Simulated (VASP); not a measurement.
Here is the system:

```
CELL_PARAMETERS angstrom
      0.00000     2.82722     2.82722
      2.82722     0.00000     2.82722
      2.82722     2.82722     0.00000
ATOMIC_POSITIONS crystal
  Li 0.25000 0.25000 0.25000
  Li 0.75000 0.75000 0.75000
  S  0.00000 0.00000 0.00000
```

These are PBEsol GGA, VASP's PBE PAW potentials (set 64) (plane waves; VASP) values and carry that method's errors. Run with 650 eV cut-off, 6×6×6 Γ-centred mesh, Gaussian smearing of 0.050 eV, potentials Li_sv S.

Q: Give the elastic stiffness tensor with the ions relaxed (GPa, in the frame of the cell).

A: 
|  | xx | yy | zz | yz | xz | xy |
|---|---|---|---|---|---|---|
| xx | 86.2 | 20.4 | 20.4 | 0.0 | 0.0 | 0.0 |
| yy | 20.4 | 86.2 | 20.4 | 0.0 | 0.0 | 0.0 |
| zz | 20.4 | 20.4 | 86.2 | 0.0 | 0.0 | 0.0 |
| yz | 0.0 | 0.0 | 0.0 | 34.6 | 0.0 | 0.0 |
| xz | 0.0 | 0.0 | 0.0 | 0.0 | 34.6 | 0.0 |
| xy | 0.0 | 0.0 | 0.0 | 0.0 | 0.0 | 34.6 |

Q: Predict the Hill bulk modulus, Hill shear modulus, Young's modulus, Poisson's ratio.

A: 
```json
{
 "hill_bulk_modulus": "423 kbar",
 "hill_shear_modulus": "33.9 GPa",
 "Young's modulus": "80.3 GPa",
 "Poisson's ratio": "0.184"
}
```

The compound is Li2S in the antifluorite structure. It was relaxed first.
